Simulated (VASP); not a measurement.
# GaAs: what each functional gives for the gap, part 2 of 3

Aim: the gap of GaAs on one structure at many levels of theory. The starting structure is a measured crystal structure from the Crystallography Open Database. Cell and atoms stay as given. Meshes and data sets differ where the inputs say so.

VASP 6.6.1.

Results so far: LDA 0.327 eV; PBE 0.514 eV; r2SCAN 0.994 eV.

## (5) Bands with TB-mBJ

Level of this step: TB-mBJ; plane waves and PAW (As, Ga_d) (VASP).

TB-mBJ is a local potential fitted to gaps: it costs far less than a hybrid but gives no energy. Its energies, forces and stress mean nothing.

Input file INCAR:

```
SYSTEM = GaAs
PREC = Accurate
ENCUT = 350
EDIFF = 1E-06
NELM = 150
ISMEAR = 0
SIGMA = 0.03
LREAL = .FALSE.
ALGO = Normal
METAGGA = MBJ
LASPH = .TRUE.
NBANDS = 21
LORBIT = 11
LWAVE = .FALSE.
LCHARG = .FALSE.
KPAR = 4
```

Input file POSCAR:

```
GaAs
1.0
    0.0000000000      2.8268500000      2.8268500000
    2.8268500000      0.0000000000      2.8268500000
    2.8268500000      2.8268500000      0.0000000000
As Ga
1 1
Direct
    0.7500000000      0.7500000000      0.7500000000
    0.0000000000      0.0000000000      0.0000000000
```

Input file KPOINTS:

```
Automatic mesh
0
Gamma
6 6 6
0 0 0
```

Input file KPOINTS_OPT:

```
Line mode
10
Line-mode
Reciprocal
  0.00000000   0.00000000   0.00000000 GAMMA
  0.50000000   0.00000000   0.50000000 X

  0.50000000   0.00000000   0.50000000 X
  0.50000000   0.25000000   0.75000000 W

  0.50000000   0.25000000   0.75000000 W
  0.37500000   0.37500000   0.75000000 K

  0.37500000   0.37500000   0.75000000 K
  0.00000000   0.00000000   0.00000000 GAMMA

  0.00000000   0.00000000   0.00000000 GAMMA
  0.50000000   0.50000000   0.50000000 L

  0.50000000   0.50000000   0.50000000 L
  0.62500000   0.25000000   0.62500000 U

  0.62500000   0.25000000   0.62500000 U
  0.50000000   0.25000000   0.75000000 W

  0.50000000   0.25000000   0.75000000 W
  0.50000000   0.50000000   0.50000000 L

  0.50000000   0.50000000   0.50000000 L
  0.37500000   0.37500000   0.75000000 K

  0.62500000   0.25000000   0.62500000 U
  0.50000000   0.00000000   0.50000000 X
```

Potentials, in the order of the species: As and Ga_d (PBE family, release 64).

Started as:

```
$ mpirun -np 4 vasp_std
```

The program printed:

```text
[banner, memory and clock lines left out]
running    4 mpi-ranks, on    1 nodes
[...]
[... a notice as in an earlier step ...]

 LDA part: xc-table for (None), standard interpolation
 POSCAR, INCAR and KPOINTS ok, starting setup
[...]
entering main loop
       N       E                     dE             d eps       ncg     rms          rms(c)
DAV:   1     0.310358347275E+03    0.31036E+03   -0.66026E+03   760   0.943E+02
DAV:   2     0.226648386649E+03   -0.83710E+02   -0.78185E+02   695   0.245E+02
DAV:   3     0.218769442169E+03   -0.78789E+01   -0.78119E+01   803   0.550E+01
DAV:   4     0.218639101751E+03   -0.13034E+00   -0.13029E+00   777   0.745E+00
[...]
DAV:  28     0.220506263567E+03    0.64992E-05   -0.49943E-10   386   0.125E-04    0.164E-05
DAV:  29     0.220506265297E+03    0.17303E-05   -0.24285E-10   391   0.957E-05    0.110E-05
DAV:  30     0.220506265660E+03    0.36312E-06   -0.95954E-11   371   0.548E-05
   1 F= 0.22050627E+03 E0= 0.22050627E+03  d E =-.316118E-31
 Start KPOINTS_OPT (optional k-point list driver)
k-point batch [1-16\100]
       N       E                     dE             ncg
DAV:   1    -0.283323573775E+03   -0.63145E+04      744
DAV:   2    -0.173114606595E+04   -0.14478E+04      713
DAV:   3    -0.186689738708E+04   -0.13575E+03      801
DAV:   4    -0.186910267490E+04   -0.22053E+01      800
DAV:   5    -0.186912432928E+04   -0.21654E-01      775
DAV:   6    -0.186912503390E+04   -0.70462E-03      935
DAV:   7    -0.186912505158E+04   -0.17689E-04      770
DAV:   8    -0.186912505227E+04   -0.68662E-06      735
[...]
k-point batch [97-100\100]
       N       E                     dE             ncg
DAV:   1     0.655911933204E+04   -0.24205E+04      199
DAV:   2     0.620096385610E+04   -0.35816E+03      173
DAV:   3     0.616808407321E+04   -0.32880E+02      214
DAV:   4     0.616761049969E+04   -0.47357E+00      208
DAV:   5     0.616760563578E+04   -0.48639E-02      214
DAV:   6     0.616760548686E+04   -0.14892E-03      240
DAV:   7     0.616760548523E+04   -0.16358E-05      209
DAV:   8     0.616760548522E+04   -0.11670E-07      152
```

Elapsed: 36 s, on 4 MPI ranks of AMD EPYC 7R43, shared host; peak memory 0.49 GiB.

From OUTCAR (step 5):

```text
  Total      -86.5849682    -86.5849682    -86.5849682     -0.0000000     -0.0000000     -0.0000000
  in kB    -3070.5402562  -3070.5402562  -3070.5402562     -0.0000000     -0.0000000     -0.0000000
  external PRESSURE =   -3070.5402562 kB  Pullay stress =       0.0000000 kB

 POSITION                                       TOTAL-FORCE (eV/Angst)
 -----------------------------------------------------------------------------------
      4.24027      4.24027      4.24027        -0.000000     -0.000000     -0.000000
      0.00000      0.00000      0.00000         0.000000      0.000000      0.000000
 -----------------------------------------------------------------------------------
    total drift:                               -0.000252     -0.000252     -0.000252

  FREE ENERGIE OF THE ION-ELECTRON SYSTEM (eV)
  ---------------------------------------------------
  free  energy   TOTEN  =       220.5062656604 eV

  energy  without entropy=      220.5062656604  energy(sigma->0) =      220.50626566

[... 2 parts as in an earlier step ...]

[... 1 further part left out ...]
[key lines of the parts left out:]
E-fermi :   4.1910
```

TB-mBJ gives a direct gap of 1.608 eV. The least gap is +1.281 eV from that of LDA.

## (6) Bands with LDA + spin-orbit coupling

Spin-orbit coupling is switched on in this step.

Input file INCAR:

```
SYSTEM = GaAs
PREC = Accurate
ENCUT = 350
EDIFF = 1E-06
NELM = 100
ISMEAR = 0
SIGMA = 0.03
LREAL = .FALSE.
ALGO = Normal
GGA = CA
LNONCOLLINEAR = .TRUE.
MAGMOM = 0 0 0 0 0 0
NBANDS = 30
GGA_COMPAT = .FALSE.
LASPH = .TRUE.
LSORBIT = .TRUE.
LORBIT = 11
LWAVE = .FALSE.
LCHARG = .FALSE.
KPAR = 4
```

POSCAR is that of step 5.

KPOINTS is that of step 5.

KPOINTS_OPT is that of step 5.

Potentials, in the order of the species: As and Ga_d (LDA family, release 64).

Started as:

```
$ mpirun -np 4 vasp_ncl
```

The program printed:

```text
[... set-up lines as in an earlier step ...]
 entering main loop
       N       E                     dE             d eps       ncg     rms          rms(c)
DAV:   1     0.107997132743E+03    0.10800E+03   -0.68073E+03  1470   0.134E+03
DAV:   2     0.409759038684E+01   -0.10390E+03   -0.98412E+02  1356   0.350E+02
DAV:   3    -0.946403063188E+01   -0.13562E+02   -0.13429E+02  1618   0.100E+02
DAV:   4    -0.985320206353E+01   -0.38917E+00   -0.38851E+00  1550   0.189E+01
[...]
DAV:  11    -0.962865763230E+01    0.89659E-06   -0.12601E-05  1944   0.504E-02    0.137E-02
DAV:  12    -0.962866034443E+01   -0.27121E-05   -0.50151E-06  1684   0.312E-02    0.412E-03
DAV:  13    -0.962866029002E+01    0.54417E-07   -0.57996E-07  1042   0.101E-02
   1 F= -.96286603E+01 E0= -.96286603E+01  d E =-.563038E-09  mag=    -0.0000    -0.0000    -0.0000
 Start KPOINTS_OPT (optional k-point list driver)
k-point batch [1-22\100]
       N       E                     dE             ncg
DAV:   1    -0.557060718519E+02   -0.85881E+04     1456
DAV:   2    -0.238640276034E+04   -0.23307E+04     1398
DAV:   3    -0.269308651017E+04   -0.30668E+03     1646
DAV:   4    -0.270164850762E+04   -0.85620E+01     1610
DAV:   5    -0.270178625882E+04   -0.13775E+00     1578
DAV:   6    -0.270179189354E+04   -0.56347E-02     2000
DAV:   7    -0.270179196265E+04   -0.69113E-04     1662
DAV:   8    -0.270179196312E+04   -0.46667E-06     1294
[...]
k-point batch [89-100\100]
       N       E                     dE             ncg
DAV:   1     0.442652435905E+04   -0.63783E+04      788
DAV:   2     0.319321466886E+04   -0.12333E+04      736
DAV:   3     0.303605482248E+04   -0.15716E+03      898
DAV:   4     0.303190739679E+04   -0.41474E+01      870
DAV:   5     0.303184033184E+04   -0.67065E-01      844
DAV:   6     0.303183720984E+04   -0.31220E-02     1102
DAV:   7     0.303183717808E+04   -0.31766E-04      914
DAV:   8     0.303183717788E+04   -0.19792E-06      706
```

Run time: 40 s. Hardware: 4 MPI ranks; peak memory 0.7 GiB; 2.6 min of CPU time.

Parts of OUTCAR (step 6):

```text
  Total       -0.5032560     -0.5032560     -0.5032560      0.0000000      0.0000000      0.0000000
  in kB      -17.8468377    -17.8468377    -17.8468377      0.0000000      0.0000000      0.0000000
  external PRESSURE =     -17.8468377 kB  Pullay stress =       0.0000000 kB

 POSITION                                       TOTAL-FORCE (eV/Angst)
 -----------------------------------------------------------------------------------
      4.24027      4.24027      4.24027         0.000000      0.000000      0.000000
      0.00000      0.00000      0.00000        -0.000000     -0.000000     -0.000000
 -----------------------------------------------------------------------------------
    total drift:                               -0.000002     -0.000002     -0.000002

  FREE ENERGIE OF THE ION-ELECTRON SYSTEM (eV)
  ---------------------------------------------------
  free  energy   TOTEN  =        -9.6286602900 eV

  energy  without entropy=       -9.6286602895  energy(sigma->0) =       -9.62866029

 magnetization (x)
# of ion       s       p       d       tot
------------------------------------------
    1        0.000   0.000  -0.000   0.000
    2        0.000  -0.000   0.000  -0.000
--------------------------------------------------
tot          0.000   0.000   0.000   0.000

 magnetization (y)
# of ion       s       p       d       tot
------------------------------------------
    1        0.000   0.000   0.000   0.000
    2        0.000  -0.000   0.000  -0.000
--------------------------------------------------
tot          0.000   0.000   0.000   0.000

 magnetization (z)
# of ion       s       p       d       tot
------------------------------------------
    1        0.000   0.000  -0.000   0.000
    2       -0.000  -0.000   0.000  -0.000
--------------------------------------------------
tot         -0.000  -0.000  -0.000  -0.000

[... 1 part as in an earlier step ...]

[... 2 further parts left out ...]
[key lines of the parts left out:]
E-fermi :   4.0321
```

LDA + spin-orbit coupling gives a direct gap of 0.215 eV. The least gap is -0.112 eV from that of LDA.

## (7) Bands with r2SCAN + spin-orbit coupling

Changes to INCAR since step 6:

```diff
@@ -9,3 +9,4 @@
 ALGO = Normal
-GGA = CA
+METAGGA = R2SCAN
+LASPH = .TRUE.
 LNONCOLLINEAR = .TRUE.
@@ -14,3 +15,2 @@
 GGA_COMPAT = .FALSE.
-LASPH = .TRUE.
 LSORBIT = .TRUE.
```

POSCAR is that of step 6.

KPOINTS is that of step 6.

KPOINTS_OPT is that of step 6.

The projector-augmented-wave data sets are As and Ga_d (PBE family, release 64).

Started as:

```
$ mpirun -np 4 vasp_ncl
```

The program printed:

```text
[... set-up lines as in an earlier step ...]
 entering main loop
       N       E                     dE             d eps       ncg     rms          rms(c)
DAV:   1     0.909777435781E+02    0.90978E+02   -0.70026E+03  1470   0.138E+03
DAV:   2    -0.150947804165E+02   -0.10607E+03   -0.10035E+03  1372   0.360E+02
DAV:   3    -0.287460058027E+02   -0.13651E+02   -0.13523E+02  1598   0.102E+02
DAV:   4    -0.291253746509E+02   -0.37937E+00   -0.37880E+00  1546   0.191E+01
[...]
DAV:  11    -0.270488256921E+02    0.94740E-05   -0.10296E-05  1500   0.352E-02    0.101E-02
DAV:  12    -0.270488290536E+02   -0.33614E-05   -0.44267E-06  1344   0.166E-02    0.124E-03
DAV:  13    -0.270488297454E+02   -0.69181E-06   -0.12331E-07   982   0.517E-03
   1 F= -.27048830E+02 E0= -.27048830E+02  d E =-.891761E-12  mag=     0.0000     0.0000    -0.0000
 Start KPOINTS_OPT (optional k-point list driver)
k-point batch [1-22\100]
       N       E                     dE             ncg
DAV:   1    -0.116872528484E+03   -0.86493E+04     1456
DAV:   2    -0.252160153727E+04   -0.24047E+04     1404
DAV:   3    -0.283145269189E+04   -0.30985E+03     1620
DAV:   4    -0.283988694827E+04   -0.84343E+01     1594
DAV:   5    -0.284001955042E+04   -0.13260E+00     1560
DAV:   6    -0.284002518218E+04   -0.56318E-02     2022
DAV:   7    -0.284002525289E+04   -0.70707E-04     1638
DAV:   8    -0.284002525347E+04   -0.57974E-06     1294
[...]
k-point batch [89-100\100]
       N       E                     dE             ncg
DAV:   1     0.438712140535E+04   -0.64177E+04      782
DAV:   2     0.311663593085E+04   -0.12705E+04      736
DAV:   3     0.295895517218E+04   -0.15768E+03      884
DAV:   4     0.295487587218E+04   -0.40793E+01      856
DAV:   5     0.295480999176E+04   -0.65880E-01      824
DAV:   6     0.295480681348E+04   -0.31783E-02     1114
DAV:   7     0.295480677524E+04   -0.38244E-04      882
DAV:   8     0.295480677499E+04   -0.24666E-06      742
```

Run time: 3.4 min. Hardware: 4 MPI ranks; peak memory 0.83 GiB; 13 min of CPU time.

OUTCAR, selected parts (step 7):

```text
  Total        0.1070555      0.1070555      0.1070555     -0.0000000     -0.0000000     -0.0000000
  in kB        3.7964814      3.7964814      3.7964814     -0.0000000     -0.0000000     -0.0000000
  external PRESSURE =       3.7964814 kB  Pullay stress =       0.0000000 kB

 POSITION                                       TOTAL-FORCE (eV/Angst)
 -----------------------------------------------------------------------------------
      4.24027      4.24027      4.24027        -0.000000     -0.000000     -0.000000
      0.00000      0.00000      0.00000         0.000000      0.000000      0.000000
 -----------------------------------------------------------------------------------
    total drift:                                0.000006      0.000006      0.000006

  FREE ENERGIE OF THE ION-ELECTRON SYSTEM (eV)
  ---------------------------------------------------
  free  energy   TOTEN  =       -27.0488297454 eV

  energy  without entropy=      -27.0488297454  energy(sigma->0) =      -27.04882975

 magnetization (x)
# of ion       s       p       d       tot
------------------------------------------
    1       -0.000  -0.000   0.000  -0.000
    2       -0.000  -0.000  -0.000  -0.000
--------------------------------------------------
tot         -0.000  -0.000  -0.000  -0.000

 magnetization (y)
# of ion       s       p       d       tot
------------------------------------------
    1        0.000  -0.000   0.000  -0.000
    2       -0.000  -0.000  -0.000  -0.000
--------------------------------------------------
tot         -0.000  -0.000  -0.000  -0.000

 magnetization (z)
# of ion       s       p       d       tot
------------------------------------------
    1       -0.000  -0.000  -0.000  -0.000
    2       -0.000  -0.000  -0.000  -0.000
--------------------------------------------------
tot         -0.000  -0.000  -0.000  -0.000

[... 2 parts as in an earlier step ...]

[... 1 further part left out ...]
[key lines of the parts left out:]
E-fermi :   3.9248
```

r2SCAN + spin-orbit coupling gives a direct gap of 0.887 eV. The least gap is -0.107 eV from that of r2SCAN.

## (8) Bands with TB-mBJ + spin-orbit coupling

Changes to INCAR since step 7:

```diff
@@ -4,3 +4,3 @@
 EDIFF = 1E-06
-NELM = 100
+NELM = 150
 ISMEAR = 0
@@ -9,3 +9,3 @@
 ALGO = Normal
-METAGGA = R2SCAN
+METAGGA = MBJ
 LASPH = .TRUE.
```

POSCAR is that of step 7.

KPOINTS is that of step 7.

KPOINTS_OPT is that of step 7.

Started as:

```
$ mpirun -np 4 vasp_ncl
```

The program printed:

```text
[... set-up lines as in an earlier step ...]
 entering main loop
       N       E                     dE             d eps       ncg     rms          rms(c)
DAV:   1     0.331967037351E+03    0.33197E+03   -0.67220E+03  1446   0.132E+03
DAV:   2     0.231560235854E+03   -0.10041E+03   -0.95085E+02  1352   0.339E+02
DAV:   3     0.218964227427E+03   -0.12596E+02   -0.12470E+02  1596   0.959E+01
DAV:   4     0.218626534421E+03   -0.33769E+00   -0.33723E+00  1582   0.174E+01
[...]
DAV:  32     0.220490426285E+03    0.42451E-05   -0.66271E-11   738   0.848E-05    0.148E-05
DAV:  33     0.220490428034E+03    0.17494E-05   -0.30119E-11   720   0.487E-05    0.112E-05
DAV:  34     0.220490428006E+03   -0.27545E-07   -0.13388E-11   702   0.377E-05
   1 F= 0.22049043E+03 E0= 0.22049043E+03  d E =-.247065E-15  mag=     0.0000     0.0000    -0.0000
 Start KPOINTS_OPT (optional k-point list driver)
k-point batch [1-22\100]
       N       E                     dE             ncg
DAV:   1     0.356122764570E+02   -0.84968E+04     1444
DAV:   2    -0.230699778379E+04   -0.23426E+04     1396
DAV:   3    -0.260109467153E+04   -0.29410E+03     1638
DAV:   4    -0.260900146153E+04   -0.79068E+01     1612
DAV:   5    -0.260913728312E+04   -0.13582E+00     1544
DAV:   6    -0.260914355515E+04   -0.62720E-02     2038
DAV:   7    -0.260914363609E+04   -0.80937E-04     1620
DAV:   8    -0.260914363709E+04   -0.99944E-06     1320
[...]
k-point batch [89-100\100]
       N       E                     dE             ncg
DAV:   1     0.447014766893E+04   -0.63346E+04      782
DAV:   2     0.323555404239E+04   -0.12346E+04      736
DAV:   3     0.308765120286E+04   -0.14790E+03      868
DAV:   4     0.308388332851E+04   -0.37679E+01      878
DAV:   5     0.308382172234E+04   -0.61606E-01      812
DAV:   6     0.308381861398E+04   -0.31084E-02     1138
DAV:   7     0.308381859576E+04   -0.18214E-04      860
DAV:   8     0.308381859558E+04   -0.18715E-06      728
```

The job ended after 1.8 min (4 MPI ranks; peak memory 0.92 GiB; 7.1 min of CPU time).

From OUTCAR (step 8):

```text
  Total      -86.6269576    -86.6269576    -86.6269576      0.0000000      0.0000000      0.0000000
  in kB    -3072.0293172  -3072.0293172  -3072.0293172      0.0000000      0.0000000      0.0000000
  external PRESSURE =   -3072.0293172 kB  Pullay stress =       0.0000000 kB

 POSITION                                       TOTAL-FORCE (eV/Angst)
 -----------------------------------------------------------------------------------
      4.24027      4.24027      4.24027         0.000000      0.000000      0.000000
      0.00000      0.00000      0.00000        -0.000000     -0.000000     -0.000000
 -----------------------------------------------------------------------------------
    total drift:                               -0.000006     -0.000006     -0.000006

  FREE ENERGIE OF THE ION-ELECTRON SYSTEM (eV)
  ---------------------------------------------------
  free  energy   TOTEN  =       220.4904280065 eV

  energy  without entropy=      220.4904280065  energy(sigma->0) =      220.49042801

 magnetization (x)
# of ion       s       p       d       tot
------------------------------------------
    1       -0.000   0.000   0.000   0.000
    2        0.000   0.000   0.000   0.000
--------------------------------------------------
tot          0.000   0.000   0.000   0.000

 magnetization (y)
# of ion       s       p       d       tot
------------------------------------------
    1        0.000   0.000  -0.000  -0.000
    2        0.000   0.000   0.000   0.000
--------------------------------------------------
tot          0.000   0.000  -0.000   0.000

 magnetization (z)
# of ion       s       p       d       tot
------------------------------------------
    1        0.000   0.000   0.000   0.000
    2        0.000  -0.000   0.000   0.000
--------------------------------------------------
tot          0.000  -0.000   0.000   0.000

[... 2 parts as in an earlier step ...]

[... 1 further part left out ...]
[key lines of the parts left out:]
E-fermi :   4.2090
```

TB-mBJ + spin-orbit coupling gives a direct gap of 1.511 eV. The least gap is -0.097 eV from that of TB-mBJ.

[end of part 2 of 3]

[Lines on the potential files, build, host, timing and source positions are cut from VASP's logs without a mark.]

[Logs are printed without paths, hosts, clocks, repeated set-up lines and the standing remarks that a program may print on its own settings, such as how far it seeks lower states.]

[Hosts, paths, dates, database ids (printed as entryN), source tags and the programs' standing remarks are cut or masked in the printed files.]
